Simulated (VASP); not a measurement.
# Ta3Si3N (P-62m) in VASP: density of states with PBE

Aim: the density of states of Ta3Si3N with PBE.

Everything below comes from runs of VASP 6.6.1. Logs are shortened: lines on timing, memory, paths and dates and some standing lists are left out, and cuts for length are marked.

### Step 1. The crystal as given

It takes space group P-62m (No. 189, hexagonal). Conventional cell: a = 6.863 Å, b = 6.863 Å, c = 2.768 Å, α = 90.00°, β = 90.00°, γ = 120.00°. Ta (site symmetry m2m) has 2 N at 2.19 Å as nearest neighbours. Si (site symmetry m2m) has 6 Ta at 2.71 to 2.83 Å and 2 Si at 2.77 Å and 1 N at 2.83 Å as nearest neighbours. N (site symmetry -62m) is surrounded by 6 Ta at 2.19 Å.

The cell was built by a generator and needn't be a form met in nature.

### Step 2. Density of states, PBE

POSCAR

```
Ta3Si3N                                 
1.0
    6.8625147155     -0.0000000000      0.0000000000
   -3.4312573527      5.9431120754     -0.0000000000
    0.0000000000      0.0000000000      2.7683555083
  Ta              Si              N             
     3     3     1
Direct
     0.2470000178667793    0.0000000000000071    0.0000000000000000
     0.7529999821332206    0.7529999821332206    1.0000000000000000
     0.0000000000000000    0.2470000178667722    0.0000000000000000
     0.0000000000000000    0.5870830883025686    0.5000000000000000
     0.5870830883025686    0.0000000000000000    0.5000000000000000
     0.4129169116974313    0.4129169116974313    0.5000000000000000
     0.0000000000000000    0.0000000000000000    0.5000000000000000
```

INCAR.step1

```
PREC = Accurate
ENCUT = 520
EDIFF = 1E-6
ISMEAR = 0
SIGMA = 0.1
LREAL = False
LASPH = True
NELM = 60
ALGO = Fast
ISIF = 2
LWAVE = False
LCHARG = True
LMAXMIX = 4
GGA = PE
KPAR = 4
```

KPOINTS.step1

```
Automatic mesh
0
Gamma
  6 6 10
```

INCAR.step2

```
PREC = Accurate
ENCUT = 520
EDIFF = 1E-6
ISMEAR = -5
SIGMA = 0.1
LREAL = False
LASPH = True
NELM = 60
ALGO = Fast
ISIF = 2
LWAVE = False
LCHARG = False
LMAXMIX = 4
GGA = PE
LORBIT = 11
KPAR = 4
NEDOS = 2001
ICHARG = 11
```

KPOINTS.step2

```
Automatic mesh
0
Gamma
  9 9 15
```

Potentials or basis: VASP PAW PBE potentials, release 64 (Ta_pv, Si, N).

Run with:

```console
$ cat potpaw_PBE.64/Ta_pv/POTCAR potpaw_PBE.64/Si/POTCAR potpaw_PBE.64/N/POTCAR > POTCAR
$ cp INCAR.step1 INCAR
$ cp KPOINTS.step1 KPOINTS
$ mpirun -np 4 vasp_std > vasp.out
$ cp INCAR.step2 INCAR
$ cp KPOINTS.step2 KPOINTS
$ mpirun -np 4 vasp_std > vasp.out
```

OUTCAR:

```text
PREC = Accurate
   ENCUT = 520
   EDIFF = 1E-6
   ISMEAR = -5
   LREAL = False
   LASPH = True
   NELM = 60
   ISIF = 2
   GGA = PE
   LORBIT = 11
   ICHARG = 11

 ion  position               nearest neighbor table
   1  0.247  0.000  0.000-   7 2.19   7 2.19   5 2.71   5 2.71   6 2.83   6 2.83   4 2.83   4 2.83
                             3 2.94   2 2.94
   2  0.753  0.753  0.000-   7 2.19   7 2.19   6 2.71   6 2.71   5 2.83   5 2.83   4 2.83   4 2.83
                             3 2.94   1 2.94
   3  0.000  0.247  0.000-   7 2.19   7 2.19   4 2.71   4 2.71   6 2.83   6 2.83   5 2.83   5 2.83
                             1 2.94   2 2.94
   4  0.000  0.587  0.500-   3 2.71   3 2.71   2 2.83   2 2.83   1 2.83   1 2.83
   5  0.587  0.000  0.500-   1 2.71   1 2.71   2 2.83   2 2.83   3 2.83   3 2.83
   6  0.413  0.413  0.500-   2 2.71   2 2.71   1 2.83   1 2.83   3 2.83   3 2.83
   7  0.000  0.000  0.500-   3 2.19   3 2.19   1 2.19   1 2.19   2 2.19   2 2.19

  LATTYP: Found a hexagonal cell.
 ALAT       =     6.8625147155
 C/A-ratio  =     0.4034024877

  Lattice vectors:

 A1 = (   6.8625147155,   0.0000000000,   0.0000000000)
 A2 = (  -3.4312573527,   5.9431120754,   0.0000000000)
 A3 = (   0.0000000000,   0.0000000000,   2.7683555083)

Analysis of symmetry for initial positions (statically):
=====================================================================
 Subroutine PRICEL returns:
 Original cell was already a primitive cell.

 Routine SETGRP: Setting up the symmetry group for a
 hexagonal supercell.

 Subroutine GETGRP returns: Found 12 space group operations
 (whereof 12 operations were pure point group operations)
 out of a pool of 24 trial point group operations.

The static configuration has the point symmetry D_3h.

Analysis of symmetry for dynamics (positions and initial velocities):
=====================================================================
 Subroutine PRICEL returns:
 Original cell was already a primitive cell.

 Routine SETGRP: Setting up the symmetry group for a
 hexagonal supercell.

 Subroutine GETGRP returns: Found 12 space group operations
 (whereof 12 operations were pure point group operations)
 out of a pool of 24 trial point group operations.

The dynamic configuration has the point symmetry D_3h.

 Subroutine INISYM returns: Found 12 space group operations
 (whereof 12 operations are pure point group operations),
 and found     1 'primitive' translations

----------------------------------------------------------------------------------------

[... 119 lines left out ...]
   ISMEAR =    -5;   SIGMA  =   0.10  broadening in eV -4-tet -1-fermi 0-gaus
   EFERMI_NEDOS =   21; number of points for ismear=-14 and -15
   IALGO  =     68    algorithm
   IMIX   =      4    mixing-type and parameters
     AMIX     =   0.40;   BMIX     =  1.00
     AMIX_MAG =   1.60;   BMIX_MAG =  1.00
  volume/ion in A,a.u.               =      16.13       108.85
  Fermi-wavevector in a.u.,A,eV,Ry     =   1.247839  2.358073 21.185653  1.557102
  Thomas-Fermi vector in A             =   2.381953
   LORBIT       =     11    0 simple, 1 ext, 2 COOP (PROOUT), +10 PAW based schemes
   GGA     = PE    functional components
   LHFCALC =     F    Hartree Fock is set to
   AEXX    =    0.0000 exact exchange contribution
   IVDW    =     0    specifies the selected vdW correction
   LEPSILON=     F    determine dielectric tensor
   LRPA    =     F    only Hartree local field effects (RPA)
 non-spin polarized calculation
 RMM-DIIS sequential band-by-band and
 Fermi weights with tetrahedron method with Bloechl corrections
  energy-cutoff  :      520.00
  volume of cell :      112.91
 maximum number of plane-waves:      3076
 NGX is ok and might be reduce to    54

 number of electron      50.0000001 magnetization

 Free energy of the ion-electron system (eV)
  ---------------------------------------------------
  ext. energy  EPLUGINS =         0.00000000
  ---------------------------------------------------
  free energy    TOTEN  =       -61.44759575 eV

  energy without entropy =      -61.44759575  energy(sigma->0) =      -61.44759575

 E-fermi :   6.7740     XC(G=0): -11.4433

 val. band max:        6.7934443971   @ k =   0.1111  -0.0000   0.0667
 cond. band min:       6.7064356159   @ k =   0.3333   0.3333   0.2667
 fundamental gap:     -0.0870087812
 Fermi energy:         6.7739696880

 k-point     1 :       0.0000    0.0000    0.0000
  band No.  band energies     occupation
      1     -28.1920      2.00000
      2     -27.9557      2.00000
      3     -27.9557      2.00000
      4     -27.7252      2.00000
      5     -27.6484      2.00000
      6     -27.6484      2.00000
[... 781 lines left out ...]
     29       9.1602      0.00000
     30      10.0004      0.00000

 [... further k-points ...]
[... 5 lines left out ...]
  --------------------------------------------------------------------------------------
  -------------------------------------------------------------------------------------
  Total        0.0472931      0.0472931      0.0156056      0.0000000      0.0000000      0.0000000
  in kB        0.6711037      0.6711037      0.2214482      0.0000000      0.0000000      0.0000000
  external PRESSURE =       0.5212186 kB  Pullay stress =       0.0000000 kB

 VOLUME and BASIS-vectors are now :
 -----------------------------------------------------------------------------
  energy-cutoff  :      520.00
  volume of cell :      112.91
      direct lattice vectors                 reciprocal lattice vectors
     6.862514715  0.000000000  0.000000000     0.145719178  0.084131006  0.000000000
    -3.431257353  5.943112075  0.000000000     0.000000000  0.168262013  0.000000000
     0.000000000  0.000000000  2.768355508     0.000000000  0.000000000  0.361225282

 POSITION                                       TOTAL-FORCE (eV/Angst)
 -----------------------------------------------------------------------------------
      1.69504      0.00000      0.00000        -0.022367      0.000000      0.000000
      2.58374      4.47516      0.00000         0.011183      0.019370      0.000000
     -0.84752      1.46795      0.00000         0.011183     -0.019370      0.000000
     -2.01443      3.48910      1.38418        -0.002329      0.004034      0.000000
      4.02887      0.00000      1.38418         0.004658      0.000000     -0.000000
      1.41682      2.45401      1.38418        -0.002329     -0.004034      0.000000
      0.00000      0.00000      1.38418         0.000000      0.000000      0.000000
 -----------------------------------------------------------------------------------
    total drift:                                0.000001      0.000001     -0.000000

  FREE ENERGIE OF THE ION-ELECTRON SYSTEM (eV)
  ---------------------------------------------------
  free  energy   TOTEN  =       -61.4475957492 eV

  energy  without entropy=      -61.4475957492  energy(sigma->0) =      -61.44759575

 total charge

# of ion       s       p       d       tot
------------------------------------------
    1        0.318   6.201   2.429   8.949
    2        0.318   6.201   2.429   8.949
    3        0.318   6.201   2.429   8.949
    4        0.776   0.825   0.000   1.601
    5        0.776   0.825   0.000   1.601
    6        0.776   0.825   0.000   1.601
    7        1.253   2.508   0.000   3.761
--------------------------------------------------
tot          4.537  23.586   7.287  35.411
```

Wall time 91 s (4 MPI ranks of Intel Xeon Platinum 8488C (Sapphire Rapids), shared host); peak memory 0.43 GiB.

Results:

- Valence electrons inside the program's atomic spheres: Ta 8.95; Si 1.60; N 3.76

States per cell in windows of 1 eV (zero at the Fermi level; states under -8 eV left out):
```tsv
from (eV)	total	Ta1_d	Ta2_d	Ta3_d	N7_p	Si4_p	Si6_p
-8.0	2.16	0.11	0.11	0.11	0.30	0.02	0.02
-7.0	2.52	0.13	0.13	0.13	0.54	0.03	0.03
-6.0	2.50	0.14	0.14	0.14	0.61	0.04	0.04
-5.0	2.05	0.11	0.11	0.11	0.33	0.07	0.07
-4.0	3.74	0.25	0.25	0.25	0.14	0.18	0.18
-3.0	4.89	0.49	0.49	0.49	0.20	0.20	0.20
-2.0	4.40	0.57	0.57	0.57	0.16	0.15	0.15
-1.0	3.81	0.51	0.51	0.51	0.10	0.12	0.12
0.0	3.04	0.45	0.45	0.45	0.04	0.08	0.08
1.0	3.59	0.56	0.56	0.56	0.12	0.07	0.07
2.0	2.98	0.56	0.56	0.56	0.06	0.05	0.05
3.0	0.36	0.08	0.08	0.08	0.00	0.01	0.01
4.0	0.00	0.00	0.00	0.00	0.00	0.00	0.00
```

Caveat: tetrahedron occupations give inexact forces and stress in metals. Spin-orbit coupling is left out, which matters for the levels of Ta.
